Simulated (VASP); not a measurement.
Data:

```yaml
crystal:
  lattice:
    - [0.00000, 2.04277, 2.04277]
    - [2.04277, 0.00000, 2.04277]
    - [2.04277, 2.04277, 0.00000]
  atoms:
    - { symbol: Li, position: [0.00000, 0.00000, 0.00000] }
    - { symbol: H, position: [0.50000, 0.50000, 0.50000] }
```

Level of theory: PBE GGA, VASP's PBE PAW potentials (set 64) (plane waves; VASP). Numerical set-up: 400 eV cut-off, 14×14×14 Γ-centred mesh, Gaussian smearing of 0.010 eV, potentials Li_sv H.

At this cut-off the stress carries a Pulay error, which pulls relaxed volumes low.

### Question
Give the stress tensor in GPa (positive for a compressed cell).

### Answer

```
-5.26   0.00   0.00
 0.00  -5.26   0.00
 0.00   0.00  -5.26
```
The pressure is its mean diagonal, -5.26 GPa.

The structure comes from a computed database's LiH entry; how it stands against other phases isn't given here. The cell was not relaxed at this level.
